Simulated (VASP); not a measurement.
Given:

```
CELL_PARAMETERS angstrom
      0.00000     4.12968     4.12968
      4.12968     0.00000     4.12968
      4.12968     4.12968     0.00000
ATOMIC_POSITIONS crystal
  As 0.00000 0.00000 0.00000
  Y  0.50000 0.50000 0.50000
  Y  0.25000 0.25000 0.25000
  Y  0.75000 0.75000 0.75000
```
Cell charge +0.1.

These are PBE GGA, VASP's PBE PAW potentials (set 64) (plane waves; VASP) values and carry that method's errors. Numerical set-up: NELECT = 37.9, 400 eV cut-off, 4×4×4 Γ-centred mesh, Gaussian smearing of 0.050 eV, potentials As Y_sv.

The cell is charged, with a uniform compensating background.

Give the stress tensor in GPa (positive for a compressed cell).

```
-8.35   0.00   0.00
 0.00  -8.35   0.00
 0.00   0.00  -8.35
```
The pressure is its mean diagonal, -8.35 GPa.

The structure was generated: Y3As was put into the D03 type (Fm-3m), which need not be its known phase. The cell was not relaxed at this level. The k-mesh is coarse (spacing up to 0.33 per Å, 2π included), so the numbers may not be converged in it. The run is one of a series of settings (NELECT = 37.9 against the base run), some of them coarse on purpose.
